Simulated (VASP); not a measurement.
```xyz
1
Lattice="-1.5936 1.5936 1.5936 1.5936 -1.5936 1.5936 1.5936 1.5936 -1.5936" Properties=species:S:1:pos:R:3 pbc="T T T"
W      0.0000     0.0000     0.0000
```

Level of theory: PBE GGA, VASP's PBE PAW potentials (set 64) (plane waves; VASP 6.6.1). Numerical set-up: 480 eV cut-off, 14×14×14 Γ-centred mesh, first-order Methfessel-Paxton smearing of 0.10 eV, potentials W_sv.

Each relaxation starts from this cell; other phases were not tried.

Task: The cell is relaxed at 1 GPa. What happens?

Result: The volume per atom goes from 16.19 to 16.14 Å³ (-0.3 %), and the cell becomes a = 3.1838 Å, b = 3.1838 Å, c = 3.1838 Å, α = 90.00°, β = 90.00°, γ = 90.00°, space group Im-3m.

Task: The cell is relaxed at 20 GPa. What happens?

Result: The volume per atom goes from 16.19 to 15.26 Å³ (-5.7 %), and the cell becomes a = b = c = 3.125 Å, α = β = γ = 90.00°, space group Im-3m.

Failed runs are left out, and for metals the shear rows, which the mesh's noise covers.

The compound is W in the bcc structure.
